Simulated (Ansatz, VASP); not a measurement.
# Sn7Ru3 (Sn7Ru3 (Im-3m)): VASP beside Ansatz, part 2 of 2

Aim: how closely do two programs agree when they are given the same cell, functional and k mesh? The cell is taken from a series of runs on this material, whose earlier steps may have relaxed, scaled, displaced or heated it; both programs get it as it stands.

VASP 6.6.1 and Ansatz 0.2.0.

So far: The structure; Ansatz: relaxation of cell and atoms, r2SCAN.

### 3. VASP: relaxation of cell and atoms, r2SCAN

Level of this step: r2SCAN; plane waves and PAW (Sn_d, Ru_pv) (VASP).

The same cell, functional, mesh and smearing now go to VASP, with its own data sets.

Lines of VASP's logs that name or quote its potential files are left out, and so is its time.

Input file INCAR:

```
SYSTEM = Sn7Ru3
PREC = Accurate
ENCUT = 550
EDIFF = 1E-07
NELM = 120
ISMEAR = -1
SIGMA = 0.05
LREAL = .FALSE.
ALGO = Normal
METAGGA = R2SCAN
LASPH = .TRUE.
NBANDS = 173
LORBIT = 11
LWAVE = .FALSE.
LCHARG = .FALSE.
ISIF = 3
IBRION = 2
NSW = 80
EDIFFG = -0.005
GGA_COMPAT = .FALSE.
NELMIN = 4
LMIXTAU = .TRUE.
KPAR = 4
```

Input file POSCAR:

```
Sn7Ru3
1.0
   -4.7028920000      4.7028920000      4.7028920000
    4.7028920000     -4.7028920000      4.7028920000
    4.7028920000      4.7028920000     -4.7028920000
Sn Ru
14 6
Direct
    0.7500000000      0.5000000000      0.2500000000
    0.2500000000      0.5000000000      0.7500000000
    0.7500000000      0.2500000000      0.5000000000
    0.2500000000      0.7500000000      0.5000000000
    0.5000000000      0.2500000000      0.7500000000
    0.5000000000      0.7500000000      0.2500000000
    0.3212100129      0.3212100129      0.3212100129
    0.0000000000      0.0000000000      0.3212100129
    0.3212100129      0.0000000000      0.0000000000
    0.0000000000      0.3212100129      0.0000000000
    0.6787899871      0.0000000000      0.0000000000
    0.0000000000      0.6787899871      0.0000000000
    0.0000000000      0.0000000000      0.6787899871
    0.6787899871      0.6787899871      0.6787899871
    0.3448802354      0.3448802354      0.0000000000
    0.0000000000      0.3448802354      0.3448802354
    0.0000000000      0.6551197646      0.6551197646
    0.6551197646      0.0000000000      0.6551197646
    0.3448802354      0.0000000000      0.3448802354
    0.6551197646      0.6551197646      0.0000000000
```

Input file KPOINTS:

```
Automatic mesh
0
Gamma
6 6 6
0 0 0
```

The projector-augmented-wave data sets are Sn_d and Ru_pv (PBE family, release 64).

Run with:

```console
$ mpirun -np 4 vasp_std
```

Numbers of over 12 decimals in the logs are rounded to 6 here.

What it wrote:

```text
[banner, memory and clock lines left out]
running    4 mpi-ranks, on    1 nodes
 distrk:  each k-point on    1 cores,    4 groups
 distr:  one band on    1 cores,    1 groups

 POSCAR found type information on POSCAR SnRu
 POSCAR found :  2 types and      20 ions
|                                                                             |
|               ----> ADVICE to this user running VASP <----                  |
|                                                                             |
|     You have a (more or less) 'large supercell' and for larger cells it     |
|     might be more efficient to use real-space projection operators.         |
|     Therefore, try LREAL= Auto in the INCAR file.                           |
|     Mind: For very accurate calculation, you might also keep the            |
|     reciprocal projection scheme (i.e. LREAL=.FALSE.).                      |
|                                                                             |

|                                                                             |
|               ----> ADVICE to this user running VASP <----                  |
|                                                                             |
|     You enforced a specific xc type in the INCAR file but a different       |
|     [... a line on the potential file left out ...]
|     I HOPE YOU KNOW WHAT YOU ARE DOING!                                     |
|                                                                             |

 LDA part: xc-table for (None), standard interpolation
 POSCAR, INCAR and KPOINTS ok, starting setup
 FFT: planning ... GRIDC
 FFT: planning ... GRID_SOFT
 FFT: planning ... GRID
 WAVECAR not read
 entering main loop
       N       E                     dE             d eps       ncg     rms          rms(c)
DAV:   1     0.461161306135E+04    0.46116E+04   -0.12704E+05  5845   0.282E+03
DAV:   2     0.498529781003E+03   -0.41131E+04   -0.39971E+04  5536   0.877E+02
DAV:   3    -0.460567333212E+03   -0.95910E+03   -0.90952E+03  5546   0.324E+02
DAV:   4    -0.556922439278E+03   -0.96355E+02   -0.91518E+02  6344   0.104E+02
DAV:   5    -0.561235890162E+03   -0.43135E+01   -0.42516E+01  6176   0.220E+01    0.296E+01
DAV:   6    -0.521199062322E+03    0.40037E+02   -0.25961E+01  6080   0.259E+01    0.757E+00
DAV:   7    -0.495916103307E+03    0.25283E+02   -0.65976E+00  6406   0.835E+00    0.534E+00
DAV:   8    -0.500161605620E+03   -0.42455E+01   -0.33451E+00  5816   0.526E+00    0.228E+00
DAV:   9    -0.502167406355E+03   -0.20058E+01   -0.18940E+00  6086   0.327E+00    0.168E+00
DAV:  10    -0.502012923266E+03    0.15448E+00   -0.28142E-01  5843   0.160E+00    0.621E-01
DAV:  11    -0.502253307285E+03   -0.24038E+00   -0.26538E-01  5713   0.152E+00    0.474E-01
DAV:  12    -0.502271747084E+03   -0.18440E-01   -0.33878E-02  6136   0.565E-01    0.365E-01
DAV:  13    -0.502315789294E+03   -0.44042E-01   -0.30930E-02  5777   0.414E-01    0.194E-01
DAV:  14    -0.502337478724E+03   -0.21689E-01   -0.12170E-02  5702   0.346E-01    0.731E-02
DAV:  15    -0.502338899719E+03   -0.14210E-02   -0.18054E-03  6424   0.129E-01    0.611E-02
DAV:  16    -0.502339266434E+03   -0.36672E-03   -0.27347E-04  7760   0.397E-02    0.398E-02
DAV:  17    -0.502339791195E+03   -0.52476E-03   -0.52135E-04  5808   0.795E-02    0.161E-02
DAV:  18    -0.502339937784E+03   -0.14659E-03   -0.11302E-04  6299   0.376E-02    0.469E-03
DAV:  19    -0.502339941623E+03   -0.38386E-05   -0.73622E-06  7192   0.110E-02    0.323E-03
DAV:  20    -0.502339947607E+03   -0.59837E-05   -0.41176E-06  6030   0.916E-03    0.127E-03
DAV:  21    -0.502339945778E+03    0.18288E-05   -0.11112E-06  5382   0.494E-03    0.146E-03
DAV:  22    -0.502339946796E+03   -0.10184E-05   -0.33245E-07  4496   0.233E-03    0.677E-04
DAV:  23    -0.502339946668E+03    0.12834E-06   -0.30951E-08  3185   0.842E-04    0.290E-04
DAV:  24    -0.502339946568E+03    0.99848E-07   -0.19471E-08  3041   0.684E-04
   1 F= -.50233995E+03 E0= -.50230498E+03  d E =-.502340E+03
[...]
2 F= -.50234038E+03 E0= -.50230554E+03  d E =-.430322E-03
[...]
3 F= -.50234038E+03 E0= -.50230554E+03  d E =-.430155E-03
[...]
4 F= -.50234041E+03 E0= -.50230559E+03  d E =-.372527E-04
 trial-energy change:   -0.000037  1 .order   -0.000028   -0.000277    0.000221
 step:   0.5837(harm=  0.5566)  dis= 0.00042  next Energy=  -502.340459 (dE=-0.827E-04)
 bond charge predicted
       N       E                     dE             d eps       ncg     rms          rms(c)
DAV:   1    -0.502340956581E+03   -0.54259E-03   -0.20848E-02  7953   0.613E-01    0.176E-01
DAV:   2    -0.502340770034E+03    0.18655E-03   -0.26926E-03  5843   0.202E-01    0.119E-01
DAV:   3    -0.502340464237E+03    0.30580E-03   -0.61129E-04  6148   0.105E-01    0.327E-02
DAV:   4    -0.502340439556E+03    0.24680E-04   -0.14310E-04  6990   0.536E-02    0.980E-03
DAV:   5    -0.502340451629E+03   -0.12072E-04   -0.16260E-05  6371   0.145E-02    0.625E-03
DAV:   6    -0.502340456776E+03   -0.51476E-05   -0.34201E-06  5745   0.555E-03    0.199E-03
DAV:   7    -0.502340458531E+03   -0.17546E-05   -0.11551E-06  4772   0.288E-03    0.176E-03
DAV:   8    -0.502340458384E+03    0.14727E-06   -0.16487E-07  3957   0.149E-03    0.951E-04
DAV:   9    -0.502340458412E+03   -0.27947E-07   -0.51190E-08  2963   0.802E-04
   5 F= -.50234046E+03 E0= -.50230563E+03  d E =-.816886E-04
 curvature:  -0.37 expect dE=-0.105E-06 dE for cont linesearch -0.590E-07
 trial: gam= 0.00000 g(F)=  0.138E-06 g(S)=  0.149E-06 ort =-0.768E-05 (trialstep = 0.917E+00)
 search vector abs. value=  0.287E-06
 reached required accuracy - stopping structural energy minimisation
```

OUTCAR, selected parts (step 3):

```text
ion  position               nearest neighbor table
   1  0.750  0.500  0.250-  15 2.77  16 2.77  17 2.77  20 2.77   4 3.33   6 3.33   3 3.33   5 3.33
                             8 3.63   7 3.63   9 3.63  10 3.63  12 3.63  13 3.63  14 3.63  11 3.63
   2  0.250  0.500  0.750-  15 2.77  16 2.77  17 2.77  20 2.77   5 3.33   6 3.33   4 3.33   3 3.33
                            10 3.63   8 3.63   9 3.63   7 3.63  11 3.63  12 3.63  13 3.63  14 3.63
   3  0.750  0.250  0.500-  16 2.77  17 2.77  18 2.77  19 2.77   2 3.33   5 3.33   1 3.33   6 3.33
                            10 3.63   7 3.63   9 3.63   8 3.63  12 3.63  13 3.63  11 3.63  14 3.63
   4  0.250  0.750  0.500-  16 2.77  17 2.77  18 2.77  19 2.77   5 3.33   6 3.33   2 3.33   1 3.33
                             9 3.63   7 3.63  10 3.63   8 3.63  11 3.63  13 3.63  12 3.63  14 3.63
   5  0.500  0.250  0.750-  15 2.77  18 2.77  19 2.77  20 2.77   2 3.33   3 3.33   1 3.33   4 3.33
                            10 3.63   9 3.63   8 3.63   7 3.63  11 3.63  12 3.63  14 3.63  13 3.63
   6  0.500  0.750  0.250-  15 2.77  18 2.77  19 2.77  20 2.77   3 3.33   4 3.33   1 3.33   2 3.33
                             8 3.63   7 3.63  10 3.63   9 3.63  11 3.63  13 3.63  14 3.63  12 3.63
   7  0.321  0.321  0.321-  15 2.75  16 2.75  19 2.75  14 2.91   9 3.02  10 3.02   8 3.02   6 3.63
                             1 3.63   3 3.63   4 3.63   2 3.63   5 3.63
   8  0.000  0.000  0.321-  16 2.75  19 2.75  20 2.75  13 2.91  11 3.02  12 3.02   7 3.02   5 3.63
                             2 3.63   3 3.63   4 3.63   1 3.63   6 3.63
   9  0.321  0.000  0.000-  15 2.75  17 2.75  19 2.75  11 2.91  13 3.02  12 3.02   7 3.02   3 3.63
                             5 3.63   1 3.63   4 3.63   2 3.63   6 3.63
  10  0.000  0.321  0.000-  15 2.75  16 2.75  18 2.75  12 2.91  13 3.02  11 3.02   7 3.02   4 3.63
                             6 3.63   2 3.63   3 3.63   5 3.63   1 3.63
  11  0.679  0.000  0.000-  16 2.75  18 2.75  20 2.75   9 2.91  14 3.02   8 3.02  10 3.02   6 3.63
                             1 3.63   3 3.63   5 3.63   4 3.63   2 3.63
  12  0.000  0.679  0.000-  19 2.75  17 2.75  20 2.75  10 2.91  14 3.02   9 3.02   8 3.02   6 3.63
                             1 3.63   2 3.63   4 3.63   3 3.63   5 3.63
  13  0.000  0.000  0.679-  15 2.75  17 2.75  18 2.75   8 2.91  14 3.02   9 3.02  10 3.02   5 3.63
                             2 3.63   3 3.63   4 3.63   1 3.63   6 3.63
  14  0.679  0.679  0.679-  17 2.75  18 2.75  20 2.75   7 2.91  11 3.02  12 3.02  13 3.02   2 3.63
                             3 3.63   4 3.63   5 3.63   6 3.63   1 3.63
  15  0.345  0.345  0.000-  13 2.75   9 2.75  10 2.75   7 2.75   1 2.77   2 2.77   5 2.77   6 2.77
                            20 2.92
  16  0.000  0.345  0.345-  11 2.75   8 2.75  10 2.75   7 2.75   1 2.77   2 2.77   3 2.77   4 2.77
                            17 2.92
  17  0.000  0.655  0.655-  14 2.75  13 2.75  12 2.75   9 2.75   1 2.77   2 2.77   3 2.77   4 2.77
                            16 2.92
  18  0.655  0.000  0.655-  14 2.75  13 2.75  11 2.75  10 2.75   3 2.77   4 2.77   5 2.77   6 2.77
                            19 2.92
  19  0.345  0.000  0.345-  12 2.75   8 2.75   9 2.75   7 2.75   3 2.77   4 2.77   5 2.77   6 2.77
                            18 2.92
  20  0.655  0.655  0.000-  14 2.75  12 2.75  11 2.75   8 2.75   1 2.77   2 2.77   5 2.77   6 2.77
                            15 2.92

  LATTYP: Found a body centered cubic cell.
 ALAT       =     9.4057840000

 Subroutine GETGRP returns: Found 48 space group operations
 (whereof 48 operations were pure point group operations)

The static configuration has the point symmetry O_h .

 Found     16 irreducible k-points:

   k-points           NKPTS =     16   k-points in BZ     NKDIM =     16   number of bands    NBANDS=    173

   dimension x,y,z NGX =    64 NGY =   64 NGZ =   64
   dimension x,y,z NGXF=   128 NGYF=  128 NGZF=  128

   ENCUT  =  550.0 eV  40.42 Ry    6.36 a.u.  15.58 15.58 15.58*2*pi/ulx,y,z

   NELECT =     280.0000    total number of electrons

 k-points in reciprocal lattice and weights: Automatic mesh
   0.00000000  0.00000000  0.00000000       0.005
   0.16666667  0.00000000  0.00000000       0.056
   0.33333333  0.00000000  0.00000000       0.056
   0.50000000  0.00000000  0.00000000       0.028
   0.16666667  0.16666667  0.00000000       0.111
   0.33333333  0.16666667 -0.00000000       0.222
   0.33333333  0.33333333  0.00000000       0.037
   0.16666667  0.16666667  0.16666667       0.037
   0.33333333  0.16666667  0.16666667       0.056
[...]
0.50000000  0.50000000  0.33333333       0.056
   0.50000000  0.50000000  0.50000000       0.005

 average (electrostatic) potential at core
       1-102.6068       2-102.6068       3-102.6068       4-102.6068       5-102.6068
       6-102.6068       7-102.4071       8-102.4071       9-102.4071      10-102.4071
      11-102.4071      12-102.4071      13-102.4071      14-102.4071      15 -74.1873
      16 -74.1873      17 -74.1873      18 -74.1873      19 -74.1873      20 -74.1873

 E-fermi :   9.6677

 k-point     1 :       0.0000    0.0000    0.0000
  band No.  band energies     occupation
    ...
    136       8.9782      2.00000
    137       8.9782      2.00000
    138       9.3480      1.99666
    139       9.3480      1.99666
    140       9.3480      1.99666
    141      10.8095      0.00000
    142      10.8753      0.00000
    143      10.8753      0.00000
    144      10.8753      0.00000
    145      11.5408      0.00000
    ...

 k-point     2 :       0.1667    0.0000    0.0000
  band No.  band energies     occupation
    ...
    136       9.0805      1.99998
    137       9.1167      1.99997
    138       9.2895      1.99896
    139       9.5464      1.83739
    140       9.5469      1.83584
    141      10.3623      0.00000
    142      10.4146      0.00000
    143      10.5602      0.00000
    144      11.0252      0.00000
    145      11.4140      0.00000
    ...

 k-point     3 :       0.3333    0.0000    0.0000
  band No.  band energies     occupation
    ...
    135       9.0232      1.99999
    136       9.1029      1.99998
    137       9.1574      1.99993
    138       9.2588      1.99944
    139       9.5025      1.92903
    140       9.7272      0.46624
    141       9.9675      0.00497
    142      10.1576      0.00011
    143      10.5143      0.00000
    144      11.3189      0.00000
    ...

  Total       -0.0045403     -0.0045403     -0.0045403      0.0000000      0.0000000     -0.0000000
  in kB       -0.0174970     -0.0174970     -0.0174970      0.0000000      0.0000000     -0.0000000
  external PRESSURE =      -0.0174970 kB  Pullay stress =       0.0000000 kB

  energy-cutoff  :      550.00
  volume of cell :      415.74
      direct lattice vectors                 reciprocal lattice vectors
    -4.701707394  4.701707394  4.701707394     0.000000000  0.106344346  0.106344346
     4.701707394 -4.701707394  4.701707394     0.106344346  0.000000000  0.106344346
     4.701707394  4.701707394 -4.701707394     0.106344346  0.106344346  0.000000000

 POSITION                                       TOTAL-FORCE (eV/Angst)
 -----------------------------------------------------------------------------------
     -0.00000      2.35085      4.70171        -0.000000      0.000000      0.000000
      4.70171      2.35085      0.00000        -0.000000      0.000000      0.000000
     -0.00000      4.70171      2.35085        -0.000000      0.000000      0.000000
      4.70171     -0.00000      2.35085        -0.000000      0.000000      0.000000
      2.35085      4.70171      0.00000        -0.000000      0.000000      0.000000
      2.35085     -0.00000      4.70171        -0.000000      0.000000      0.000000
      1.51177      1.51177      1.51177        -0.000149     -0.000149     -0.000149
      1.51177      1.51177     -1.51177        -0.000149     -0.000149      0.000149
     -1.51177      1.51177      1.51177         0.000149     -0.000149     -0.000149
      1.51177     -1.51177      1.51177        -0.000149      0.000149     -0.000149
     -3.18994      3.18994      3.18994        -0.000149      0.000149      0.000149
      3.18994     -3.18994      3.18994         0.000149     -0.000149      0.000149
      3.18994      3.18994     -3.18994         0.000149      0.000149     -0.000149
      3.18994      3.18994      3.18994         0.000149      0.000149      0.000149
      0.00000      0.00000      3.24218        -0.000000      0.000000      0.000623
      3.24218      0.00000      0.00000         0.000623      0.000000      0.000000
      6.16123      0.00000      0.00000        -0.000623      0.000000      0.000000
      0.00000      6.16123      0.00000        -0.000000     -0.000623      0.000000
      0.00000      3.24218      0.00000        -0.000000      0.000623      0.000000
      0.00000      0.00000      6.16123        -0.000000      0.000000     -0.000623
 -----------------------------------------------------------------------------------
    total drift:                               -0.000000     -0.000000     -0.000000

  FREE ENERGIE OF THE ION-ELECTRON SYSTEM (eV)
  ---------------------------------------------------
  free  energy   TOTEN  =      -502.3404584116 eV

  energy  without entropy=     -502.2708037274  energy(sigma->0) =     -502.30563107

 reached required accuracy - stopping structural energy minimisation

 total charge
# of ion       s       p       d       tot
------------------------------------------
    1        1.154   1.116  10.021  12.292
    2        1.154   1.116  10.021  12.292
    3        1.154   1.116  10.021  12.292
    4        1.154   1.116  10.021  12.292
    5        1.154   1.116  10.021  12.292
    6        1.154   1.116  10.021  12.292
    7        1.118   1.217  10.041  12.376
    8        1.118   1.217  10.041  12.376
    9        1.118   1.217  10.041  12.376
   10        1.118   1.217  10.041  12.376
   11        1.118   1.217  10.041  12.376
   12        1.118   1.217  10.041  12.376
   13        1.118   1.217  10.041  12.376
   14        1.118   1.217  10.041  12.376
   15        0.300   6.219   6.209  12.728
   16        0.300   6.219   6.209  12.728
   17        0.300   6.219   6.209  12.728
   18        0.300   6.219   6.209  12.728
   19        0.300   6.219   6.209  12.728
   20        0.300   6.219   6.209  12.728
--------------------------------------------------
tot         17.670  53.749 177.712 249.130

[... 3 further parts left out ...]
```

CONTCAR:

```
Sn7Ru3
   1.00000000000000
    -4.7017073942024199    4.7017073942024199    4.7017073942024199
     4.7017073942024199   -4.7017073942024199    4.7017073942024199
     4.7017073942024199    4.7017073942024199   -4.7017073942024199
  Sn              Ru
    14     6
Direct
     0.7500000000000000    0.5000000000000000    0.2500000000000000
     0.2500000000000000    0.5000000000000000    0.7500000000000000
     0.7500000000000000    0.2500000000000000    0.5000000000000000
     0.2500000000000000    0.7500000000000000    0.5000000000000000
     0.5000000000000000    0.2500000000000000    0.7500000000000000
     0.5000000000000000    0.7500000000000000    0.2500000000000000
     0.3215353490031866    0.3215353490031866    0.3215353490031866
     0.0000000000000000    0.0000000000000000    0.3215353490031866
     0.3215353490031866    0.0000000000000000    0.0000000000000000
     0.0000000000000000    0.3215353490031866    0.0000000000000000
     0.6784646509968204    0.0000000000000000    0.0000000000000000
     0.0000000000000000    0.6784646509968204    0.0000000000000000
     0.0000000000000000    0.0000000000000000    0.6784646509968204
     0.6784646509968204    0.6784646509968204    0.6784646509968204
     0.3447877136696835    0.3447877136696835    0.0000000000000000
     0.0000000000000000    0.3447877136696835    0.3447877136696835
     0.0000000000000000    0.6552122863303166    0.6552122863303166
     0.6552122863303166    0.0000000000000000    0.6552122863303166
     0.3447877136696835    0.0000000000000000    0.3447877136696835
     0.6552122863303166    0.6552122863303166    0.0000000000000000
```

The run keeps the 48 symmetry operations of its start, so it cannot find a distortion of lower symmetry.

### 4. Comparison

Known differences besides the potentials themselves: VASP keeps PBE cores, Ansatz makes them for the functional; the data sets hold 292 valence electrons in Ansatz (on its PAW soft_1 files) and 280 in VASP; the cutoff is 500 eV in Ansatz and 550 eV in VASP; Ansatz adds a Pulay correction to the stress that steers its cell, VASP none. Total energies have different zeros and are not compared.

Compared:

| quantity | Ansatz | VASP | difference |
| --- | --- | --- | --- |
| volume (Å³) | 414.98 | 415.74 | -0.18 % |
| edge a after relaxation, in the typed setting (Å) | 8.139 | 8.144 | -0.06 % |

### 5. Results

```
difference in volume (relaxation of cell and atoms, r2SCAN) : -0.18 %
```

**Reading.** The difference in volume is -0.18 % (relaxation of cell and atoms, r2SCAN), within the 1.2 % picked in this series as the mark of a large difference, as far as the stopping tolerances let one tell. The data sets hold unlike numbers of valence electrons (292 in Ansatz and 280 in VASP), so part of the differences comes from the potentials. How closely two codes agree says nothing of how well the functional describes the real material.

[Lines on the potential files, build, host, timing and source positions are cut from VASP's logs without a mark.]

[Logs are printed without paths, hosts, clocks, repeated set-up lines and the standing remarks that a program may print on its own settings, such as how far it seeks lower states.]

[Hosts, paths, dates, database ids (printed as entryN), source tags and the programs' standing remarks are cut or masked in the printed files.]
